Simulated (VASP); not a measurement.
A run of VASP 6.6.1:

INCAR

```
SYSTEM = Sc
  ALGO = Fast
  EDIFF = 1E-6
  ENCUT = 700
  GGA = PE
  ISIF = 2
  ISMEAR = 1
  LASPH = .TRUE.
  LCHARG = .TRUE.
  LREAL = .FALSE.
  LVHAR = .TRUE.
  LWAVE = .FALSE.
  NELM = 80
  PREC = Accurate
  SIGMA = 0.1
```

KPOINTS

```
k-points
0
G
  14 14 8
  0 0 0
```

Contents of POSCAR:

```
Sc                                      
1.0
    3.3204618407      0.0000000000      0.0000000000
   -1.6602309204      2.8756043060     -0.0000000000
    0.0000000000      0.0000000000      5.1600614578
  Sc            
     2
Direct
     0.3333333300000021    0.6666666699999979    0.2500000000000000
     0.6666666699999979    0.3333333300000021    0.7500000000000000
```

Potentials or basis: VASP PAW PBE potentials, release 64 (Sc_sv).

Launch:

```sh
$ cat potpaw_PBE.64/Sc_sv/POTCAR > POTCAR
$ mpirun -np 1 vasp_std > vasp.out
```

Hardware: 1 thread of Intel(R) Xeon(R) 6975P-C (Granite Rapids), with other jobs on the host.

**Question.** Estimate the wall time of this run.

**Answer.** Run time: 78 s on 1 thread of Intel(R) Xeon(R) 6975P-C (Granite Rapids), with other jobs on the host, peak memory 0.28 GiB. Counts: scf iterations 17, k points 120.
